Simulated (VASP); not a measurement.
Energy against volume of Os (hcp). Computed with optB86b-vdW, VASP's PBE PAW potentials (set 64) (plane waves; VASP). Numerical set-up: 520 eV cut-off, 15×15×9 Γ-centred mesh, first-order Methfessel-Paxton smearing of 0.10 eV, potentials Os.

Shape and ions are relaxed at each volume.

| V (Å³/atom) | E (eV/atom) |
|---|---|
| 13.746 | -9.02089 |
| 14.171 | -9.03858 |
| 14.596 | -9.02292 |
| 15.021 | -8.97934 |

Q: Fit these four points and predict the energy of the run at 13.321 Å³/atom.

A: A cubic in V^(−2/3), the third-order Birch-Murnaghan form, passes through the four points with V0 = 14.17 Å³/atom and B0 = 418 GPa, and gives -8.9633 eV/atom there. The run gave -8.9634 eV/atom, -0.0 meV/atom from the fit; all five points give B0 = 418 GPa.

The compound is Os in the hcp structure. It was relaxed first.
